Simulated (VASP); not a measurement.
Input of a VASP 6.6.1 run:

File INCAR:

```
SYSTEM = Al15CoN16
  PREC = Accurate
  ENCUT = 450
  EDIFF = 1E-5
  ISMEAR = 0
  SIGMA = 0.03
  LREAL = Auto
  LASPH = .TRUE.
  NELM = 120
  ALGO = Normal
  ISIF = 2
  LWAVE = .FALSE.
  LCHARG = .FALSE.
  LMAXMIX = 4
  LDAU = .TRUE.
  LDAUTYPE = 2
  LDAUL = 2 -1 -1
  LDAUU = 4 0 0
  LDAUJ = 0 0 0
  LDAUPRINT = 1
  GGA = PS
  LORBIT = 11
  KPAR = 4
```

The input KPOINTS:

```
Automatic mesh
0
G
  3 3 2
  0 0 0
```

Contents of POSCAR:

```
Al15CoN16
1.0
    6.2200008610      0.0000000000      0.0000000000
   -3.1100004305      5.3866787572      0.0000000000
    0.0000000000      0.0000000000      9.9600000000
Co Al N
1 15 16
Direct
    0.3333333333      0.1666666667      0.0000000000
    0.3333333333      0.1666666667      0.5000000000
    0.3333333333      0.6666666667      0.0000000000
    0.3333333333      0.6666666667      0.5000000000
    0.8333333333      0.1666666667      0.0000000000
    0.8333333333      0.1666666667      0.5000000000
    0.8333333333      0.6666666667      0.0000000000
    0.8333333333      0.6666666667      0.5000000000
    0.1666666667      0.3333333333      0.2500000000
    0.1666666667      0.3333333333      0.7500000000
    0.1666666667      0.8333333333      0.2500000000
    0.1666666667      0.8333333333      0.7500000000
    0.6666666667      0.3333333333      0.2500000000
    0.6666666667      0.3333333333      0.7500000000
    0.6666666667      0.8333333333      0.2500000000
    0.6666666667      0.8333333333      0.7500000000
    0.3333333333      0.1666666667      0.1910000000
    0.3333333333      0.1666666667      0.6910000000
    0.3333333333      0.6666666667      0.1910000000
    0.3333333333      0.6666666667      0.6910000000
    0.8333333333      0.1666666667      0.1910000000
    0.8333333333      0.1666666667      0.6910000000
    0.8333333333      0.6666666667      0.1910000000
    0.8333333333      0.6666666667      0.6910000000
    0.1666666667      0.3333333333      0.4410000000
    0.1666666667      0.3333333333      0.9410000000
    0.1666666667      0.8333333333      0.4410000000
    0.1666666667      0.8333333333      0.9410000000
    0.6666666667      0.3333333333      0.4410000000
    0.6666666667      0.3333333333      0.9410000000
    0.6666666667      0.8333333333      0.4410000000
    0.6666666667      0.8333333333      0.9410000000
```

Potentials or basis: VASP PAW PBE potentials, release 64 (Co, Al, N).

Command:

```sh
$ cat potpaw_PBE.64/Co/POTCAR potpaw_PBE.64/Al/POTCAR potpaw_PBE.64/N/POTCAR > POTCAR
$ mpirun -np 4 vasp_std > vasp.out
```

**Question.** What does it give for the band gap on the k mesh?

**Answer.** None (metal or under the smearing width).

**Question.** What does it give for the largest force?

**Answer.** 0.374 eV/Å.

Forces in eV/Å, atoms in the order of the input:
```
Co   0.000  0.000 -0.254
Al   0.000  0.000  0.082
Al   0.241  0.139  0.241
Al   0.046  0.027 -0.029
Al   0.000 -0.279  0.241
Al   0.000 -0.053 -0.029
Al  -0.241  0.139  0.241
Al  -0.046  0.027 -0.029
Al  -0.170  0.098 -0.266
Al   0.051 -0.030 -0.027
Al   0.000 -0.196 -0.266
Al   0.000  0.059 -0.027
Al   0.170  0.098 -0.266
Al  -0.051 -0.030 -0.027
Al   0.000  0.000 -0.115
Al   0.000  0.000  0.144
N    0.000  0.000 -0.183
N    0.000  0.000 -0.035
N   -0.039 -0.022  0.074
N   -0.003 -0.002 -0.047
N    0.000  0.045  0.074
N    0.000  0.003 -0.047
N    0.039 -0.022  0.074
N    0.003 -0.002 -0.047
N    0.064 -0.037  0.000
N   -0.271  0.156  0.204
N    0.000  0.073  0.000
N    0.000 -0.313  0.204
N   -0.064 -0.037  0.000
N    0.271  0.156  0.204
N    0.000  0.000  0.052
N    0.000  0.000 -0.142
```

Caveat: the k mesh is coarse (spacing up to 0.39 Å⁻¹), so the values aren't converged; the PAW data sets were made with another functional, which shifts forces and pressure a little; the run has no spin polarisation, though such a crystal can be magnetic; U without spin polarisation on a metal has little footing. Spin polarisation is off, so any magnetic state and its effect on volume and gap are missing.
